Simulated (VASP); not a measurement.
Here is the system:

```yaml
crystal:
  lattice:
    - [0.00000, 2.82000, 2.82000]
    - [2.82000, 0.00000, 2.82000]
    - [2.82000, 2.82000, 0.00000]
  atoms:
    - { symbol: Na, position: [0.00000, 0.00000, 0.00000] }
    - { symbol: Cl, position: [0.50000, 0.50000, 0.50000] }
```

The numbers are results of PBE GGA, VASP's PBE PAW potentials (set 64) (plane waves; VASP 6.6.1), not measurements. Run with 400 eV cut-off, 7×7×7 Γ-centred mesh, Gaussian smearing of 0.050 eV, potentials Na_pv Cl.

**Question.** What does the run give for the energy per atom (σ→0), band gap (on the k-mesh) with the smallest direct gap where there is one?

**Answer.** 
The band gap (on the k-mesh) is 5.10 eV and the smallest direct gap (on the k-mesh) is 5.10 eV. The energy per atom (σ→0) comes out as -3.387 eV/atom.

The compound is NaCl in the rock salt structure. The cell was not relaxed at this level.
